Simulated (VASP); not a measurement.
GeSb4Te7:

```
Ge Sb Te
1.0
     4.28930    0.00000    0.00000
    -2.14465    3.71464    0.00000
     0.00000    0.00000   24.63778
Ge Sb Te
1 4 7
Direct
  0.00000 0.00000 0.50000
  0.66667 0.33333 0.91890
  0.33333 0.66667 0.34975
  0.33333 0.66667 0.08110
  0.66667 0.33333 0.65025
  0.33333 0.66667 0.84973
  0.66667 0.33333 0.15027
  0.00000 0.00000 0.71898
  0.66667 0.33333 0.43139
  0.33333 0.66667 0.56861
  0.00000 0.00000 0.00000
  0.00000 0.00000 0.28102
```

The cell is a database's computed one.

| Quantity | Value |
| --- | --- |
| Program | VASP 6.6.1 |
| Task | relaxation of cell and atoms |
| Functional | PBE |
| Dispersion | D3(BJ) |
| Potentials or basis | VASP PAW PBE potentials, release 64 (Ge_d, Sb, Te) |
| Cutoff | 600 eV |
| k mesh | 9 × 9 × 2 |
| Occupations | gaussian, width 0.03 eV |
| Spin | no spin polarisation |

At the start: pressure -1.3 GPa; volume 32.71 Å³/atom.

**Question.** Where does the relaxation end?

**Answer.** Over 37 steps the energy falls by 15.8 meV/atom and the volume is 30.54 Å³/atom (-6.6 %); space group P-3m1 (No. 164, to 0.05 Å).

Step by step:
```
step  energy change (eV)  largest force (eV/Å)  pressure (GPa)  volume (Å³)
   1              0.0000                0.1414           -1.32       392.56
   2             -0.0525                0.3897            0.48       377.50
   3             -0.0554                0.3438            0.13       380.18
   4             -0.0746                0.2310            0.07       378.63
   5             -0.0831                0.2240            0.04       376.52
   6             -0.0968                0.2110           -0.04       375.99
   7             -0.1254                0.1887           -0.24       374.36
   8             -0.1212                0.4755           -0.49       370.93
   9             -0.1341                0.2918           -0.36       372.92
  10             -0.1469                0.2904            0.00       369.72
  11             -0.1512                0.2893            0.46       365.98
  12             -0.1620                0.2421            0.43       365.68
  13             -0.1792                0.1053            0.29       364.76
  14             -0.1798                0.1048            0.26       364.54
  15             -0.1825                0.0665           -0.11       366.90
  16             -0.1825                0.0669           -0.08       366.70
  17             -0.1838                0.0559           -0.05       366.55
  18             -0.1855                0.0599            0.01       366.20
  19             -0.1843                0.0798            0.15       365.51
  20             -0.1858                0.0623            0.05       365.99
  21             -0.1870                0.0401            0.00       366.58
  22             -0.1877                0.0284           -0.04       367.25
  23             -0.1878                0.0317           -0.07       367.51
  24             -0.1881                0.0501            0.11       366.63
  25             -0.1881                0.0451            0.04       366.87
  26             -0.1886                0.0206            0.00       366.98
  27             -0.1886                0.0257           -0.04       367.08
  28             -0.1886                0.0177           -0.02       367.03
  29             -0.1888                0.0118            0.02       366.73
  30             -0.1888                0.0146            0.04       366.61
  31             -0.1888                0.0191            0.07       366.36
  32             -0.1888                0.0161            0.04       366.50
  33             -0.1889                0.0150            0.04       366.54
  34             -0.1890                0.0170           -0.01       366.68
  35             -0.1890                0.0182           -0.01       366.72
  36             -0.1890                0.0149           -0.01       366.66
  37             -0.1891                0.0098            0.02       366.46
```

Final structure:
```
Ge Sb Te
1.0
     4.25783    0.00000    0.00000
    -2.12891    3.68739    0.00000
     0.00000    0.00000   23.34074
Ge Sb Te
1 4 7
Direct
  0.00000 0.00000 0.50000
  0.66667 0.33333 0.91589
  0.33333 0.66667 0.34358
  0.33333 0.66667 0.08411
  0.66667 0.33333 0.65642
  0.33333 0.66667 0.84207
  0.66667 0.33333 0.15793
  0.00000 0.00000 0.73011
  0.66667 0.33333 0.42875
  0.33333 0.66667 0.57125
  0.00000 0.00000 0.00000
  0.00000 0.00000 0.26989
```
